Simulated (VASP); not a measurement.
Given:

```yaml
crystal:
  lattice:
    - [0.00000, 2.86498, 2.86498]
    - [2.86498, 0.00000, 2.86498]
    - [2.86498, 2.86498, 0.00000]
  atoms:
    - { symbol: Ag, position: [0.00000, 0.00000, 0.00000] }
    - { symbol: Br, position: [0.50000, 0.50000, 0.50000] }
```

Calculation: PBE GGA with D3 dispersion (Becke-Johnson damping), VASP's PBE PAW potentials (set 64) (plane waves; VASP 6.6.1). Numerical set-up: 520 eV cut-off, Gaussian smearing of 0.050 eV, potentials Ag Br.

### Question
Give the energies of bands 2 to 11 at the high-symmetry points, in eV from the valence-band maximum.

### Answer

```
band      Γ      X      U      L      W
----  -----  -----  -----  -----  -----
2     -2.82  -4.32  -4.25  -5.32  -4.24
3     -2.82  -3.10  -4.18  -4.21  -3.99
4     -2.82  -2.87  -3.83  -4.21  -3.99
5     -2.82  -2.87  -2.67  -2.51  -2.40
6     -2.82  -2.66  -2.46  -2.51  -2.39
7     -1.96  -2.40  -2.23  -2.17  -2.31
8     -1.96  -2.40  -2.04   0.00  -2.31
9     -1.96  -2.30  -1.22   0.00  -1.55
10     0.67   1.59   2.96   3.72   3.79
11     9.91   7.04   6.83   6.63   7.14
```

The gap is indirect, 0.67 eV, from the valence maximum at L to the conduction minimum at Γ.

The compound is AgBr in the rock salt structure. It was relaxed first.
